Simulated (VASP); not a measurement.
The system is WSe2.

```
CELL_PARAMETERS angstrom
3.29000 0.00000 0.00000
-1.64500 2.84922 0.00000
0.00000 0.00000 12.97000
ATOMIC_POSITIONS crystal
W 0.33333 0.66667 0.25000
W 0.66667 0.33333 0.75000
Se 0.33333 0.66667 0.62100
Se 0.66667 0.33333 0.12100
Se 0.33333 0.66667 0.87900
Se 0.66667 0.33333 0.37900
```

| Quantity | Value |
| --- | --- |
| Program | VASP 6.6.1 |
| Task | relaxation of cell and atoms |
| Functional | rev-vdW-DF2 |
| Potentials or basis | VASP PAW PBE potentials, release 64 (W_sv, Se) |
| Cutoff | 600 eV |
| k mesh | 9 × 9 × 2 |
| Occupations | gaussian, width 0.03 eV |
| Spin | no spin polarisation |

At the start: pressure 2.4 GPa; volume 20.26 Å³/atom.

Task: How do energy, volume and symmetry change on relaxing?

Result: Over 9 steps the energy falls by 2.7 meV/atom and the volume is 20.63 Å³/atom (+1.8 %); space group P6_3/mmc (No. 194, to 0.05 Å).

Step by step:
| step | energy change (eV) | largest force (eV/Å) | pressure (GPa) | volume (Å³) |
| --- | --- | --- | --- | --- |
| 1 | 0.0000 | 0.3091 | 2.39 | 121.58 |
| 2 | 0.0572 | 0.6847 | -4.63 | 126.98 |
| 3 | -0.0156 | 0.0244 | 0.01 | 123.25 |
| 4 | -0.0157 | 0.0181 | 0.04 | 123.22 |
| 5 | -0.0157 | 0.0150 | 0.05 | 123.28 |
| 6 | -0.0159 | 0.0064 | 0.01 | 123.47 |
| 7 | -0.0160 | 0.0115 | -0.03 | 123.86 |
| 8 | -0.0160 | 0.0054 | -0.03 | 123.74 |
| 9 | -0.0161 | 0.0042 | 0.00 | 123.75 |

Final structure:
```
W Se
1.0
     3.30347    0.00000    0.00000
    -1.65173    2.86089    0.00000
     0.00000    0.00000   13.09457
W Se
2 4
Cartesian
  0.0000 1.9073 3.2736
  1.6517 0.9536 9.8209
  0.0000 1.9073 8.1343
  1.6517 0.9536 1.5870
  0.0000 1.9073 11.5076
  1.6517 0.9536 4.9603
```

Caveat: the PAW data sets were made with another functional, which shifts forces and pressure a little.
